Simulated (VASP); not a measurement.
Here is the system:

```yaml
crystal:
  lattice:
    - [2.80999, 0.00000, 0.00000]
    - [0.00000, 2.80999, 0.00000]
    - [0.00000, 0.00000, 2.80999]
  atoms:
    - { symbol: Al, position: [0.50000, 0.50000, 0.50000] }
    - { symbol: Fe, position: [0.00000, 0.00000, 0.00000] }
```

The numbers are results of PBE GGA, VASP's PBE PAW potentials (set 64) (plane waves; VASP), not measurements. Settings: 520 eV cut-off, 13×13×13 Γ-centred mesh, first-order Methfessel-Paxton smearing of 0.10 eV, potentials Al Fe.

Task: Give the stress tensor in GPa (positive for a compressed cell).

Result: 
```
12.83   0.00   0.00
 0.00  12.83   0.00
 0.00   0.00  12.83
```
The pressure is its mean diagonal, 12.83 GPa.

The compound is FeAl in the CsCl type structure. This cell is one point of a volume scan, at 0.94 of the reference volume. The run is not spin-polarised, so no magnetic state was tried. The electron count is odd and the run is not spin-polarised, which forces a metal.
